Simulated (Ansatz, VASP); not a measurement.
**Two plane-wave programs on B4Au**

```
B Au
1.0
     3.66565    0.00000    0.00000
     0.00000    3.66565    0.00000
     0.00000    0.00000    3.66565
B Au
4 1
Direct
  0.50000 0.00000 0.00000
  0.00000 0.50000 0.00000
  0.00000 0.00000 0.50000
  0.00000 0.00000 0.00000
  0.50000 0.50000 0.50000
```

Alike in both runs: task relaxation of cell and atoms; functional PBE; k mesh 10 × 10 × 10; occupations gaussian, width 0.1 eV; no spin polarisation.

```csv
,VASP,Ansatz
version,VASP 6.6.1,Ansatz 0.2.0
potentials or method,"VASP PAW PBE potentials, release 64 (B, Au)","scalar-relativistic, plane waves, PAW"
plane-wave cutoff (eV),600,420
valence electrons in the cell,23,31
```

|  | VASP | Ansatz | Ansatz less VASP |
| --- | --- | --- | --- |
| gap on the k mesh at the Fermi level, each at its own relaxed structure (eV) | none | none | - |
| relaxed volume (Å³/atom) | 9.85 | 9.85 | 0.000 |
| relaxed cell length with the largest relative difference (Å) | 3.666 | 3.666 | 0.0000 |

A gap of «none» marks a metal or a gap that the smearing closes. The two sets of potentials don't hold the same shells in valence.

Caveats: the relaxation stopped at its first step, so nothing moved. The runs have no spin-orbit coupling, so splittings on Au are missing.
